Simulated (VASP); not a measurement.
An input for Ansatz (written as the equivalent of a VASP run, and not itself run):

Ansatz 0.2 input:
```yaml
crystal:
  lattice:
    - [5.7439650, 0.0000000, 0.0000000]
    - [0.0000000, 5.7439650, 0.0000000]
    - [0.0000000, 0.0000000, 5.7439650]
  atoms:
    - { symbol: K, position: [0.0000000, 0.0000000, 0.0000000] }
    - { symbol: Hg, position: [0.5000000, 0.5000000, 0.5000000] }
    - { symbol: I, position: [0.0000000, 0.5000000, 0.5000000] }
    - { symbol: I, position: [0.5000000, 0.5000000, 0.0000000] }
    - { symbol: I, position: [0.5000000, 0.0000000, 0.5000000] }
kpoints:
  mp_grid: { grid: [3, 3, 3] }
hamiltonian:
  xc: lda
  pseudopotentials: { kind: paw }
scf:
  occupations: { method: gaussian, width: 0.2 }
  max_iter: 100
output: { forces: true, stress: true, eigenvalues: true }
```

Problem. Translate this input to VASP (INCAR, KPOINTS, POSCAR, choice of POTCAR).

Solution. Several could match; the one computed here: 
**KPOINTS**
```
Automatic mesh
0
Gamma
3 3 3
0 0 0
```

### POSCAR
```
KHgI3
1.0
  5.7439650000   0.0000000000   0.0000000000
  0.0000000000   5.7439650000   0.0000000000
  0.0000000000   0.0000000000   5.7439650000
K Hg I
1 1 3
Cartesian
  0.0000000000   0.0000000000   0.0000000000
  2.8719825000   2.8719825000   2.8719825000
  0.0000000000   2.8719825000   2.8719825000
  2.8719825000   2.8719825000   0.0000000000
  2.8719825000   0.0000000000   2.8719825000
```

**INCAR**
```
! general
SYSTEM  = KHgI3
PREC    = Accurate
ENCUT   = 300
LREAL   = .FALSE.
LASPH   = .TRUE.

! electronic loop
EDIFF   = 1E-6
NELM    = 100
ALGO    = Normal
LMAXMIX = 6

! smearing
ISMEAR  = 0
SIGMA   = 0.2

! ions
ISIF    = 2

! output
LWAVE   = .FALSE.
LCHARG  = .FALSE.
```

POTCAR, in this order: K_sv Hg I (LDA.64 set). Program: vasp_std.

The two are equivalent in intent, not identical: each code has its own PAW files, so the cut-off isn't converted (ENCUT is set for VASP's; basis.ecutwfc is left out, and Ansatz then takes the one that its files recommend); Ansatz stops its SCF on the density residual and VASP on the energy change (EDIFF); Ansatz's lda is the Perdew-Wang form, while the LDA potentials of VASP carry Perdew-Zunger's.

The structure was generated: KHgI3 was put into an ordered model structure, which need not be its known phase. The cell was not relaxed at this level. The k-mesh is coarse (spacing up to 0.36 per Å, 2π included), so the numbers may not be converged in it. The run is one of a series of settings (GGA removed, POTCAR K_sv Hg I (LDA.64 set) against the base run), some of them coarse on purpose.
